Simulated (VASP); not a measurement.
Computed with PBEsol GGA, VASP's PBE PAW potentials (set 64) (plane waves; VASP).

The input files of a VASP run:

INCAR:
```
# general
SYSTEM=Cl
PREC  =Accurate
ENCUT =400   # plane-wave cut-off (eV)
LREAL =.FALSE.
LASPH =.TRUE.
ICHARG=11

# electronic loop
EDIFF =1E-7   # SCF stop (eV)
NELM  =100
ALGO  =Normal

# smearing
ISMEAR=0
SIGMA =0.05   # width (eV)

# functional
GGA   =PS   # PBEsol

# output
LWAVE =.FALSE.
LCHARG=.FALSE.
LORBIT=11   # lm-projected
```

File KPOINTS:
```
k-points along high-symmetry lines
8
Line-mode
Reciprocal
  0.000000   0.000000   0.000000 ! GAMMA
  0.500000   0.500000   0.000000 ! Y

  0.500000   0.500000   0.000000 ! Y
  0.349324   0.650676   0.000000 ! F_0

 -0.349324   0.349324   0.000000 ! DELTA_0
  0.000000   0.000000   0.000000 ! GAMMA

  0.000000   0.000000   0.000000 ! GAMMA
  0.000000   0.000000   0.500000 ! Z

  0.000000   0.000000   0.500000 ! Z
 -0.349324   0.349324   0.500000 ! B_0

  0.349324   0.650676   0.500000 ! G_0
  0.500000   0.500000   0.500000 ! T

  0.500000   0.500000   0.500000 ! T
  0.500000   0.500000   0.000000 ! Y

  0.000000   0.000000   0.000000 ! GAMMA
  0.000000   0.500000   0.000000 ! S

  0.000000   0.500000   0.000000 ! S
  0.000000   0.500000   0.500000 ! R

  0.000000   0.500000   0.500000 ! R
  0.000000   0.000000   0.500000 ! Z

  0.000000   0.000000   0.500000 ! Z
  0.500000   0.500000   0.500000 ! T
```

**POSCAR**
```
Cl
1.0
  3.3683696572  -1.9572798745   0.0000000000
  3.3683696572   1.9572798745   0.0000000000
  0.0000000000   0.0000000000   8.0203533782
Cl
4
Cartesian
  3.3683696572  -1.4653153597   4.8918911996
  3.3683696572   1.4653153597   3.1284621786
  3.3683696572  -0.4919645148   0.8817145105
  3.3683696572   0.4919645148   7.1386388677
```

POTCAR, in this order: Cl (PBE.64 set). Program: vasp_std. Read from the step before: CHGCAR.

Output of the run:

### OUTCAR
```
 ion  position               nearest neighbor table
   1  0.874  0.126  0.610-   2 2.02
   2  0.126  0.874  0.390-   1 2.02
   3  0.626  0.374  0.110-   4 2.02
   4  0.374  0.626  0.890-   3 2.02
  LATTYP: Found a base centered orthorhombic cell.
 ALAT       =     3.9145597490
 B/A-ratio  =     1.7209443070
 C/A-ratio  =     2.0488519508
 Subroutine PRICEL returns:
 Original cell was already a primitive cell.
 Subroutine GETGRP returns: Found  8 space group operations
The static configuration has the point symmetry C_2h.
 The point group associated with its full space group is D_2h.
The dynamic configuration has the point symmetry C_2h.
 Subroutine INISYM returns: Found  8 space group operations
   k-points           NKPTS =     88   k-points in BZ     NKDIM =     88   number of bands    NBANDS=     18
   number of dos      NEDOS =    301   number of ions     NIONS =      4
   total plane-waves  NPLWV =  42336
   dimension x,y,z NGX =    28 NGY =   28 NGZ =   54
   dimension x,y,z NGXF=    56 NGYF=   56 NGZF=  108
   ions per type =               4
   PREC   = accura    normal or accurate (medium, high low for compatibility)
   ISTART =      0    job   : 0-new  1-cont  2-samecut
   ICHARG =     11    charge: 1-file 2-atom 10-const
...
```

**OSZICAR**
```
       N       E                     dE             d eps       ncg     rms          rms(c)
DAV:   1     0.184013693025E+03    0.18401E+03   -0.11189E+04  3168   0.108E+03
DAV:   2     0.472544500839E+01   -0.17929E+03   -0.17667E+03  4632   0.230E+02
DAV:   3    -0.733336365935E+01   -0.12059E+02   -0.12024E+02  3862   0.722E+01
DAV:   4    -0.748427148134E+01   -0.15091E+00   -0.15079E+00  3964   0.932E+00
DAV:   5    -0.748676195351E+01   -0.24905E-02   -0.24902E-02  3770   0.118E+00
DAV:   6    -0.748682519764E+01   -0.63244E-04   -0.63243E-04  3958   0.183E-01
DAV:   7    -0.748682710339E+01   -0.19057E-05   -0.19058E-05  3796   0.285E-02
DAV:   8    -0.748682716804E+01   -0.64651E-07   -0.64606E-07  3958   0.517E-03
   1 F= -.74868272E+01 E0= -.74868272E+01  d E =-.566686E-18
```

### OUTCAR
```
 val. band max:        0.2432593458   @ k =   0.0000   0.0000   0.0000

 cond. band min:       2.3952736978   @ k =   0.0000   0.0000   0.0000



 k-point     1 :       0.0000    0.0000    0.0000
  band No.  band energies     occupation
      1     -16.7355      2.00000
      2     -16.3096      2.00000
      3     -12.9874      2.00000
      4     -11.8129      2.00000
      5      -5.7651      2.00000
      6      -4.1158      2.00000
      7      -2.5067      2.00000
      8      -2.4070      2.00000
      9      -2.3177      2.00000
     10      -2.1329      2.00000
     11      -0.9106      2.00000
     12      -0.2310      2.00000
     13      -0.1344      2.00000
     14       0.2433      2.00000
     15       2.3953      0.00000
     16       3.3760      0.00000
     17       6.6998      0.00000
     18       7.1098      0.00000

 k-point     2 :       0.0714    0.0714    0.0000
  band No.  band energies     occupation
      1     -16.7265      2.00000
      2     -16.3029      2.00000
      3     -12.9781      2.00000
      4     -11.8111      2.00000
      5      -5.7573      2.00000
      6      -4.1214      2.00000
      7      -2.5202      2.00000
      8      -2.5053      2.00000
      9      -2.3291      2.00000
     10      -2.2067      2.00000
     11      -0.9064      2.00000
     12      -0.2303      2.00000
     13      -0.2000      2.00000
     14       0.2319      2.00000
     15       2.4027      0.00000
     16       3.3691      0.00000
     17       6.8738      0.00000
     18       7.2216      0.00000

 k-point     3 :       0.1429    0.1429    0.0000
  band No.  band energies     occupation
      1     -16.7011      2.00000
      2     -16.2840      2.00000
      3     -12.9518      2.00000
      4     -11.8062      2.00000
      5      -5.7347      2.00000
      6      -4.1368      2.00000
      7      -2.7661      2.00000
      8      -2.5571      2.00000
      9      -2.3980      2.00000
     10      -2.3590      2.00000
...
```

The density is held fixed in this step, so its total energy and stress have no physical meaning.

The structure comes from a computed database's Cl entry (Cmce); how it stands against other phases isn't given here. It was relaxed first, which changed the volume by -6 %.
